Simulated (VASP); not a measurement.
A convergence study with VASP on Cs (space group Im-3m): a few settings are varied, all else stays as given below, so the limit is that of these other settings.

```
CELL_PARAMETERS angstrom
     -3.03475     3.03475     3.03475
      3.03475    -3.03475     3.03475
      3.03475     3.03475    -3.03475
ATOMIC_POSITIONS crystal
  Cs 0.00000 0.00000 0.00000
```

Computed with PBEsol GGA, VASP's PBE PAW potentials (set 64) (plane waves; VASP 6.6.1). The last row used: 300 eV cut-off, 8×8×8 Γ-centred mesh, Gaussian smearing of 0.10 eV, potentials Cs_sv.

```json
[
 {"setting": "EDIFF = 1E-01", "E (eV/atom)": "-0.9356", "pressure (GPa)": "-0.59", "irreducible k-points": "29"},
 {"setting": "EDIFF = 1E-02", "E (eV/atom)": "-0.9356", "pressure (GPa)": "-0.57", "irreducible k-points": "29"},
 {"setting": "EDIFF = 1E-03", "E (eV/atom)": "-0.9356", "pressure (GPa)": "-0.54", "irreducible k-points": "29"},
 {"setting": "EDIFF = 1E-04", "E (eV/atom)": "-0.9360", "pressure (GPa)": "-0.07", "irreducible k-points": "29"},
 {"setting": "EDIFF = 1E-05", "E (eV/atom)": "-0.9360", "pressure (GPa)": "-0.09", "irreducible k-points": "29"},
 {"setting": "EDIFF = 1E-06", "E (eV/atom)": "-0.9360", "pressure (GPa)": "-0.08", "irreducible k-points": "29"},
 {"setting": "EDIFF = 1E-07", "E (eV/atom)": "-0.9360", "pressure (GPa)": "-0.08", "irreducible k-points": "29"},
 {"setting": "EDIFF = 1E-08", "E (eV/atom)": "-0.9360", "pressure (GPa)": "-0.08", "irreducible k-points": "29"},
 {"setting": "EDIFF = 1E-10", "E (eV/atom)": "-0.9360", "pressure (GPa)": "-0.08", "irreducible k-points": "29"},
 {"setting": "EDIFF = 1E-12", "E (eV/atom)": "-0.9360", "pressure (GPa)": "-0.08", "irreducible k-points": "29"}
]
```

Left out are rungs that failed or repeat a setting and relaxations that didn't move; long series are thinned to 24 rows.

The structure is a typed Cs crystal (space group no. 229). The cell was not relaxed at this level.
